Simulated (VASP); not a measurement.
All values below come from RPBE GGA, VASP's PBE PAW potentials (set 64) (plane waves; VASP 6.6.1).

The input files of a VASP run:

POSCAR:
```
ZnS
1
    0.0000000000     2.7581679514     2.7581679514
    2.7581679514     0.0000000000     2.7581679514
    2.7581679514     2.7581679514    -0.0000000000
Zn S
1 1
Direct
  0.0000000000   1.0000000000   0.0000000000
  0.2500000000   0.2500000000   0.2500000000
```

INCAR:
```
# general
SYSTEM  = ZnS
PREC    = Accurate
ENCUT   = 520   # plane-wave cut-off (eV)
LREAL   = .FALSE.   # projection in real space or not
LASPH   = .TRUE.

# electronic loop
EDIFF   = 1E-6   # SCF stop (eV)
NELM    = 100   # most electronic steps
ALGO    = Normal   # blocked Davidson
LMAXMIX = 4   # l cut-off of mixed one-centre charges

# smearing
ISMEAR  = 0   # Gaussian
SIGMA   = 0.05   # width (eV)

# functional
GGA     = RP

# ions
IBRION  = 2   # conjugate gradients
NSW     = 60
ISIF    = 3   # ions, shape and volume
EDIFFG  = -0.01   # ionic stop

# output
LWAVE   = .FALSE.
LCHARG  = .FALSE.
```

File KPOINTS:
```
Automatic
0
gamma
 8 8 8
```

POTCAR, in this order: Zn S (PBE.64 set). Program: vasp_std.

**Question.** What does the run give for the energy per atom (σ→0), band gap (on the k-mesh)?

**Answer.** 
```yaml
energy per atom (σ→0): -3.103 eV/atom
band gap (on the k-mesh): 2.02 eV
```

OSZICAR:
```
...
DAV:   7    -0.620141427933E+01    0.12261E-01   -0.32902E-01   809   0.528E+00    0.277E+00
DAV:   8    -0.620420002202E+01   -0.27857E-02   -0.74355E-03   819   0.756E-01    0.762E-01
DAV:   9    -0.620540530210E+01   -0.12053E-02   -0.16062E-03   869   0.397E-01    0.143E-01
DAV:  10    -0.620574378352E+01   -0.33848E-03   -0.32890E-04   804   0.142E-01    0.641E-02
DAV:  11    -0.620585426158E+01   -0.11048E-03   -0.16111E-04   809   0.915E-02    0.131E-02
DAV:  12    -0.620586059377E+01   -0.63322E-05   -0.15497E-05   849   0.332E-02    0.505E-03
DAV:  13    -0.620586081202E+01   -0.21825E-06   -0.58739E-07   642   0.129E-02
   1 F= -.62058608E+01 E0= -.62058608E+01  d E =-.620586E+01
```

The compound is ZnS in the zinc blende structure. It was relaxed first, which changed the volume by +6 %. The start is the result of an earlier pass.
